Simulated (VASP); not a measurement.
Computed with PBE GGA, VASP's PBE PAW potentials (set 64) (plane waves; VASP).

VASP input:

INCAR:
```
GGA = PE   # PBE
SYSTEM = Ni3Si
LASPH = .TRUE.
AMIX = 0.6
NELM = 100   # most electronic steps
SIGMA = 0.1
ISIF = 2
IMIX = 1
BMIX = 3.0
PREC = Accurate
LCHARG = .FALSE.
ALGO = Normal   # blocked Davidson
ISMEAR = 1   # Methfessel-Paxton
LMAXMIX = 4
LREAL = .FALSE.
LWAVE = .FALSE.
EDIFF = 1E-6   # SCF stop (eV)
ENCUT = 400
```

File KPOINTS:
```
Automatic mesh
0
Gamma
8 8 8
0 0 0
```

**POSCAR**
```
Ni3Si
1
    3.5332220000     0.0000000000     0.0000000000
    0.0000000000     3.4466040000     0.0000000000
    0.0000000000     0.0000000000     3.5558220000
Si Ni
1 3
Direct
  0.0000000000   0.0000000000   0.0000000000
  0.0000000000   0.5000000000   0.5000000000
  0.5000000000   0.0000000000   0.5000000000
  0.5058990000   0.5000000000   0.0000000000
```

POTCAR, in this order: Si Ni (PBE.64 set). Program: vasp_std.

The resulting files:

File OSZICAR:
```
       N       E                     dE             d eps       ncg     rms          rms(c)
DAV:   1     0.178035265306E+03    0.17804E+03   -0.13337E+04  5290   0.179E+03
DAV:   2    -0.178775665830E+02   -0.19591E+03   -0.18864E+03  5255   0.342E+02
DAV:   3    -0.271533236434E+02   -0.92758E+01   -0.89386E+01  5884   0.992E+01
DAV:   4    -0.273679150123E+02   -0.21459E+00   -0.21312E+00  6059   0.132E+01
DAV:   5    -0.273756585825E+02   -0.77436E-02   -0.77421E-02  6332   0.243E+00    0.194E+01
DAV:   6    -0.273419542282E+02    0.33704E-01   -0.58318E+01  5859   0.124E+02    0.165E+01
DAV:   7    -0.284411486740E+02   -0.10992E+01   -0.76254E+01  5738   0.137E+02    0.172E+01
DAV:   8    -0.286153401184E+02   -0.17419E+00   -0.79960E+01  5671   0.157E+02    0.194E+01
DAV:   9    -0.320466165899E+02   -0.34313E+01   -0.97240E+01  5887   0.223E+02    0.270E+01
DAV:  10    -0.603649212077E+02   -0.28318E+02   -0.22418E+02  5648   0.406E+02    0.677E+01
DAV:  11    -0.122333684864E+03   -0.61969E+02   -0.75412E+02  6306   0.545E+02    0.153E+02
DAV:  12    -0.136255027418E+03   -0.13921E+02   -0.17655E+03  6658   0.586E+02    0.185E+02
DAV:  13    -0.191799102205E+03   -0.55544E+02   -0.38128E+03  6817   0.562E+02    0.262E+02
DAV:  14    -0.161501785713E+03    0.30297E+02   -0.36373E+03  6644   0.721E+02    0.259E+02
DAV:  15    -0.191646952838E+03   -0.30145E+02   -0.43235E+03  6739   0.623E+02    0.285E+02
DAV:  16    -0.167370046486E+03    0.24277E+02   -0.37808E+03  6567   0.742E+02    0.268E+02
DAV:  17    -0.189298284317E+03   -0.21928E+02   -0.42924E+03  6776   0.619E+02    0.301E+02
DAV:  18    -0.175683786039E+03    0.13614E+02   -0.40148E+03  6688   0.758E+02    0.286E+02
DAV:  19    -0.193411409908E+03   -0.17728E+02   -0.45544E+03  6600   0.605E+02    0.283E+02
DAV:  20    -0.171387820404E+03    0.22024E+02   -0.39234E+03  6647   0.765E+02    0.286E+02
DAV:  21    -0.191254897943E+03   -0.19867E+02   -0.44629E+03  6658   0.617E+02    0.292E+02
DAV:  22    -0.173785530009E+03    0.17469E+02   -0.40230E+03  6750   0.770E+02    0.289E+02
DAV:  23    -0.192824029844E+03   -0.19038E+02   -0.45464E+03  6554   0.614E+02    0.287E+02
DAV:  24    -0.174777104738E+03    0.18047E+02   -0.40701E+03  6769   0.775E+02    0.291E+02
DAV:  25    -0.191585997170E+03   -0.16809E+02   -0.45510E+03  6601   0.619E+02    0.290E+02
DAV:  26    -0.172564506542E+03    0.19021E+02   -0.40050E+03  6659   0.774E+02    0.289E+02
DAV:  27    -0.192837747225E+03   -0.20273E+02   -0.45713E+03  6546   0.622E+02    0.296E+02
DAV:  28    -0.177215171908E+03    0.15623E+02   -0.41228E+03  6715   0.784E+02    0.295E+02
DAV:  29    -0.192757755740E+03   -0.15543E+02   -0.46222E+03  6531   0.618E+02    0.297E+02
DAV:  30    -0.178408472181E+03    0.14349E+02   -0.41745E+03  6641   0.791E+02    0.298E+02
DAV:  31    -0.193151794949E+03   -0.14743E+02   -0.46630E+03  6523   0.619E+02    0.298E+02
DAV:  32    -0.178633180180E+03    0.14519E+02   -0.41503E+03  6808   0.790E+02    0.297E+02
DAV:  33    -0.194278277618E+03   -0.15645E+02   -0.46627E+03  6589   0.615E+02    0.307E+02
DAV:  34    -0.180346835745E+03    0.13931E+02   -0.42044E+03  6701   0.793E+02    0.303E+02
DAV:  35    -0.194188392705E+03   -0.13842E+02   -0.47038E+03  6560   0.613E+02    0.294E+02
DAV:  36    -0.177062377496E+03    0.17126E+02   -0.41145E+03  6745   0.790E+02    0.298E+02
DAV:  37    -0.194794886989E+03   -0.17733E+02   -0.46848E+03  6621   0.618E+02    0.312E+02
DAV:  38    -0.184202121380E+03    0.10593E+02   -0.42798E+03  6828   0.799E+02    0.306E+02
DAV:  39    -0.193541935262E+03   -0.93398E+01   -0.47099E+03  6543   0.607E+02    0.298E+02
DAV:  40    -0.178199767411E+03    0.15342E+02   -0.41408E+03  6691   0.794E+02    0.301E+02
DAV:  41    -0.194821710168E+03   -0.16622E+02   -0.47071E+03  6546   0.617E+02    0.298E+02
DAV:  42    -0.179407251011E+03    0.15414E+02   -0.41763E+03  6812   0.793E+02    0.299E+02
DAV:  43    -0.192421004373E+03   -0.13014E+02   -0.46500E+03  6534   0.619E+02    0.297E+02
DAV:  44    -0.177331149714E+03    0.15090E+02   -0.41105E+03  6675   0.788E+02    0.297E+02
DAV:  45    -0.195310202962E+03   -0.17979E+02   -0.46821E+03  6569   0.615E+02    0.301E+02
DAV:  46    -0.178851510274E+03    0.16459E+02   -0.41822E+03  6715   0.791E+02    0.301E+02
DAV:  47    -0.198704687731E+03   -0.19853E+02   -0.47515E+03  6604   0.615E+02    0.311E+02
DAV:  48    -0.240030809514E+03   -0.41326E+02   -0.48807E+03  6758   0.798E+02    0.307E+02
DAV:  49    -0.339460676208E+03   -0.99430E+02   -0.61950E+03  6528   0.609E+02    0.292E+02
DAV:  50    -0.199707132838E+05   -0.19631E+05   -0.20206E+05  6707   0.789E+02    0.296E+02
DAV:  51    -0.350078463886E+05   -0.15037E+05   -0.35284E+05  6683   0.622E+02    0.306E+02
DAV:  52    -0.686567790072E+04    0.28142E+05   -0.71155E+04  6688   0.794E+02    0.303E+02
DAV:  53    -0.307111087742E+05   -0.23845E+05   -0.30991E+05  6610   0.613E+02    0.306E+02
DAV:  54    -0.498465025577E+05   -0.19135E+05   -0.50102E+05  6688   0.801E+02    0.306E+02
DAV:  55    -0.112881661378E+06   -0.63035E+05   -0.11317E+06  6607   0.613E+02    0.297E+02
DAV:  56    -0.259864468257E+05    0.86895E+05   -0.26233E+05  6741   0.794E+02    0.299E+02
DAV:  57    -0.397615191829E+05   -0.13775E+05   -0.40043E+05  6598   0.625E+02    0.306E+02
DAV:  58    -0.106818112307E+06   -0.67057E+05   -0.10707E+06  6783   0.801E+02    0.303E+02
DAV:  59    -0.166312120952E+04    0.10515E+06   -0.19493E+04  6592   0.619E+02    0.302E+02
```

stdout:
```
...
 WARNING: Sub-Space-Matrix is not hermitian in DAV            5
 -0.321156595690543
 WARNING: Sub-Space-Matrix is not hermitian in DAV            6
  0.822724837569482
 WARNING: Sub-Space-Matrix is not hermitian in DAV            7
 -0.732665468890891
 WARNING: Sub-Space-Matrix is not hermitian in DAV            8
 -0.144265909813711
 WARNING: Sub-Space-Matrix is not hermitian in DAV            9
   358.120701505811
 WARNING: Sub-Space-Matrix is not hermitian in DAV           10
  -80.1122176134704
 WARNING: Sub-Space-Matrix is not hermitian in DAV           11
 -0.383164298329662
 WARNING: Sub-Space-Matrix is not hermitian in DAV           12
  -4.95611518350083
 WARNING: Sub-Space-Matrix is not hermitian in DAV           13
   8.09758906337782
 WARNING: Sub-Space-Matrix is not hermitian in DAV           14
   4.78316850895322
 WARNING: Sub-Space-Matrix is not hermitian in DAV           15
   5.07381930725225
 WARNING: Sub-Space-Matrix is not hermitian in DAV           16
  -3.20680156301280

 -----------------------------------------------------------------------------
|                                                                             |
|     EEEEEEE  RRRRRR   RRRRRR   OOOOOOO  RRRRRR      ###     ###     ###     |
|     E        R     R  R     R  O     O  R     R     ###     ###     ###     |
|     E        R     R  R     R  O     O  R     R     ###     ###     ###     |
|     EEEEE    RRRRRR   RRRRRR   O     O  RRRRRR       #       #       #      |
|     E        R   R    R   R    O     O  R   R                               |
|     E        R    R   R    R   O     O  R    R      ###     ###     ###     |
|     EEEEEEE  R     R  R     R  OOOOOOO  R     R     ###     ###     ###     |
|                                                                             |
|     EDDAV: Call to ZHEGV failed. Returncode = 9 2 16                        |
|                                                                             |
|       ---->  I REFUSE TO CONTINUE WITH THIS SICK JOB ... BYE!!! <----       |
|                                                                             |
 -----------------------------------------------------------------------------
```

VASP stops with an error: EDDAV: Call to ZHEGV failed. Returncode = 9 2 16 ----> I REFUSE TO CONTINUE WITH THIS SICK JOB ... BYE!!! <----

The compound is Ni3Si in the L1_2 structure. The cell was not relaxed at this level, atoms are displaced from their ideal sites. The run is one of a series of settings (AMIX = 0.6, BMIX = 3.0, IMIX = 1 against the base run), some of them coarse on purpose. The run is not spin-polarised, so no magnetic state was tried.
